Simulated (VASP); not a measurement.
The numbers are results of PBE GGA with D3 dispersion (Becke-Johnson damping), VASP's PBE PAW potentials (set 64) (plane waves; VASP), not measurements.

The input files of a VASP run:

INCAR:
```
! general
SYSTEM  =  NaF
PREC    =  Accurate
ENCUT   =  520
LREAL   =  .FALSE.
LASPH   =  .TRUE.   ! aspherical one-centre terms

! electronic loop
EDIFF   =  1E-7   ! SCF stop (eV)
NELM    =  100
ALGO    =  Normal   ! blocked Davidson

! smearing
ISMEAR  =  -5   ! tetrahedra, Bloechl

! functional
GGA     =  PE
IVDW    =  12   ! D3, Becke-Johnson

! ions
ISIF    =  2

! output
LWAVE   =  .FALSE.
LCHARG  =  .TRUE.
LORBIT  =  11
NEDOS   =  601   ! DOS grid
```

### KPOINTS
```
Automatic
0
G
 11 11 11
```

POSCAR:
```
NaF
1
   -0.0000000000     2.3135257310     2.3135257310
    2.3135257310     0.0000000000     2.3135257310
    2.3135257310     2.3135257310     0.0000000000
Na F
1 1
Direct
  0.0000000000   0.0000000000   0.0000000000
  0.5000000000   0.5000000000   0.5000000000
```

POTCAR, in this order: Na_pv F (PBE.64 set). Program: vasp_std.

The run wrote:

**OSZICAR**
```
       N       E                     dE             d eps       ncg     rms          rms(c)
DAV:   1     0.117254837462E+03    0.11725E+03   -0.83358E+03  1238   0.154E+03
DAV:   2    -0.272414712181E+01   -0.11998E+03   -0.11203E+03  1306   0.373E+02
DAV:   3    -0.938443769961E+01   -0.66603E+01   -0.66408E+01  1388   0.904E+01
DAV:   4    -0.945394465654E+01   -0.69507E-01   -0.69494E-01  1361   0.986E+00
DAV:   5    -0.945471692671E+01   -0.77227E-03   -0.77226E-03  1409   0.106E+00    0.542E+00
DAV:   6    -0.856785518086E+01    0.88686E+00   -0.38186E+00  1486   0.189E+01    0.183E+00
DAV:   7    -0.855770259424E+01    0.10153E-01   -0.29956E-02  1256   0.257E+00    0.104E+00
DAV:   8    -0.855906434566E+01   -0.13618E-02   -0.27932E-02  1241   0.422E+00    0.119E-01
DAV:   9    -0.855989930164E+01   -0.83496E-03   -0.39105E-03  1412   0.685E-01    0.862E-02
DAV:  10    -0.855981586454E+01    0.83437E-04   -0.52513E-04  1289   0.337E-01    0.116E-02
DAV:  11    -0.855981386880E+01    0.19957E-05   -0.15909E-05  1409   0.742E-02    0.327E-03
DAV:  12    -0.855981408060E+01   -0.21180E-06   -0.12082E-06  1256   0.178E-02    0.165E-03
DAV:  13    -0.855981387517E+01    0.20543E-06   -0.16501E-07  1307   0.457E-03    0.285E-04
DAV:  14    -0.855981385190E+01    0.23274E-07   -0.78217E-09   748   0.160E-03
   1 F= -.89086449E+01 E0= -.89086449E+01  d E =0.000000E+00
```

### OUTCAR
```
------------------------ aborting loop because EDIFF is reached ----------------------------------------
 Edisp (eV)   -0.34883
  FORCE on cell =-STRESS in cart. coord.  units (eV):
  Direction    XX          YY          ZZ          XY          YZ          ZX
  --------------------------------------------------------------------------------------
  Total      -0.00937    -0.00937    -0.00937     0.00000     0.00000     0.00000
  in kB      -0.60629    -0.60629    -0.60629     0.00000     0.00000     0.00000
  external pressure =       -0.61 kB  Pullay stress =        0.00 kB
  volume of cell :       24.77
      direct lattice vectors                 reciprocal lattice vectors
     0.000000000  2.313525731  2.313525731    -0.216120354  0.216120354  0.216120354
     2.313525731  0.000000000  2.313525731     0.216120354 -0.216120354  0.216120354
     2.313525731  2.313525731  0.000000000     0.216120354  0.216120354 -0.216120354
  FREE ENERGIE OF THE ION-ELECTRON SYSTEM (eV)
  ---------------------------------------------------
  free  energy   TOTEN  =        -8.9086449000 eV

  energy  without entropy=       -8.9086449000  energy(sigma->0) =       -8.90864490

 total charge

# of ion       s       p       d       tot
------------------------------------------
    1        0.051   5.995   0.000   6.046
    2        1.729   4.383   0.000   6.111
--------------------------------------------------
tot          1.779  10.378   0.000  12.157
```
(Selected blocks of OUTCAR.)

The compound is NaF in the rock salt structure. It was relaxed first.
